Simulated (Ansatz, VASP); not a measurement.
**Two plane-wave programs on CsCaH3**

Contents of INCAR:

```
SYSTEM = CsCaH3
  ALGO = Normal
  EDIFF = 1E-6
  ENCUT = 520
  GGA = CA
  ISIF = 2
  ISMEAR = 0
  LASPH = .TRUE.
  LCHARG = .FALSE.
  LREAL = .FALSE.
  LWAVE = .FALSE.
  NBANDS = 19
  NELM = 80
  PREC = Accurate
  SIGMA = 0.01
```

KPOINTS

```
k-points
0
G
  5 5 5
  0 0 0
```

File POSCAR:

```
CsCaH3
1.0
    4.6211860000      0.0000000000      0.0000000000
    0.0000000000      4.6211860000      0.0000000000
    0.0000000000      0.0000000000      4.6211860000
Cs Ca H
1 1 3
Direct
    0.0000000000      0.0000000000      0.0000000000
    0.5000000000      0.5000000000      0.5000000000
    0.5000000000      0.0000000000      0.5000000000
    0.0000000000      0.5000000000      0.5000000000
    0.5000000000      0.5000000000      0.0000000000
```

Input for Ansatz:

```yaml
crystal:
  lattice:
    - [4.621186, 0.0, 0.0]
    - [0.0, 4.621186, 0.0]
    - [0.0, 0.0, 4.621186]
  atoms:
    - { symbol: Cs, position: [0.0, 0.0, 0.0] }
    - { symbol: Ca, position: [0.5, 0.5, 0.5] }
    - { symbol: H, position: [0.5, 0.0, 0.5] }
    - { symbol: H, position: [0.0, 0.5, 0.5] }
    - { symbol: H, position: [0.5, 0.5, 0.0] }
kpoints:
  mp_grid:
    grid: [5, 5, 5]
hamiltonian:
  xc: lda
  pseudopotentials:
    kind: paw
scf:
  occupations:
    method: fixed
output:
  stress: true
```

The cell comes from a database or a generator and needn't be the stable form of this composition.

Alike in both runs: task single point; functional LDA; k mesh 5 × 5 × 5; no spin polarisation.

|  | VASP | Ansatz |
| --- | --- | --- |
| version | VASP 6.6.1 | Ansatz 0.2.0 |
| potentials or method | VASP PAW LDA potentials, release 64 (Cs_sv, Ca_sv, H) | plane waves, PAW |
| plane-wave cutoff (eV) | 520 | 420 |
| occupations | gaussian, width 0.01 eV | fixed |
| valence electrons in the cell | 22 | 22 |

Ansatz gave:

| Item | Value |
| --- | --- |
| pressure (GPa) | -2.4 |

Q: What did VASP give for the same quantities?

A: Pressure (GPa): -2.3.

Caveats: spin-orbit coupling is left out, which moves the levels of the heavy elements; an odd mesh through Γ misses points on the zone boundary, where band edges often lie. LDA gaps usually lie below the measured ones, often by a third to a half.
